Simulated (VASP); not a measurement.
Consider the following.

```xyz
1
Lattice="0.0000 1.9691 1.9691 1.9691 0.0000 1.9691 1.9691 1.9691 0.0000" Properties=species:S:1:pos:R:3 pbc="T T T"
Pd     0.0000     0.0000     0.0000
```

Calculation: PBE GGA, VASP's PBE PAW potentials (set 64) (plane waves; VASP 6.6.1). Numerical set-up: 400 eV cut-off, 14×14×14 Γ-centred mesh, first-order Methfessel-Paxton smearing of 0.10 eV, potentials Pd.

### Question
Estimate the energy per atom (σ→0), band gap (on the k-mesh) with the smallest direct gap where there is one.

### Answer

band gap (on the k-mesh): none (metal, semimetal or under 0.01 eV)
energy per atom (σ→0): -5.206 eV/atom

Only differences to runs with the same potentials and settings are physical.

The compound is Pd in the fcc structure. It was relaxed first. The start is the result of an earlier pass.
